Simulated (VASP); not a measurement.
Consider the following.

```xyz
2
Lattice="1.6144 -2.7963 0.0000 1.6144 2.7963 0.0000 0.0000 0.0000 5.1733" Properties=species:S:1:pos:R:3 pbc="T T T"
Zr     1.6144     0.9321     1.2933
Zr     1.6144    -0.9321     3.8800
```

Method: PBE GGA, VASP's PBE PAW potentials (set 64) (plane waves; VASP). Run with 480 eV cut-off, 12×12×8 Γ-centred mesh, first-order Methfessel-Paxton smearing of 0.10 eV, potentials Zr_sv.

Energy and stress use the plane-wave basis of the starting cell.

The ions, cell shape and volume at an external pressure of 5.0 GPa are relaxed. Which structure does the run end with?

```xyz
2
Lattice="1.5910 -2.7556 0.0000 1.5910 2.7556 0.0000 0.0000 0.0000 5.0790" Properties=species:S:1:pos:R:3 pbc="T T T"
Zr     1.5910     0.9185     1.2697
Zr     1.5910    -0.9185     3.8092
```
Space group P6_3/mmc (194), at a tolerance of 0.03 Å.

How do energy and volume change from the first to the last step?

The energy (σ→0) changes by +17.4 meV/atom and the volume by -4.7 %, in 6 ionic steps.

```json
[
 {"step": "1", "E(σ→0) (eV)": "-17.0386", "max force (eV/Å)": "0.000", "pressure (GPa)": "0.25", "volume (Å³)": "46.71"},
 {"step": "2", "E(σ→0) (eV)": "-16.8845", "max force (eV/Å)": "0.000", "pressure (GPa)": "11.43", "volume (Å³)": "42.18"},
 {"step": "3", "E(σ→0) (eV)": "-17.0049", "max force (eV/Å)": "0.000", "pressure (GPa)": "4.95", "volume (Å³)": "44.57"},
 {"step": "4", "E(σ→0) (eV)": "-17.0036", "max force (eV/Å)": "0.000", "pressure (GPa)": "5.05", "volume (Å³)": "44.53"},
 {"step": "5", "E(σ→0) (eV)": "-17.0037", "max force (eV/Å)": "0.000", "pressure (GPa)": "5.05", "volume (Å³)": "44.53"},
 {"step": "6", "E(σ→0) (eV)": "-17.0038", "max force (eV/Å)": "0.000", "pressure (GPa)": "5.05", "volume (Å³)": "44.53"}
]
```

The compound is Zr in the hcp structure. This run relaxes it under an external pressure of 5 GPa. Symmetry was kept, so distortions that lower it aren't found.
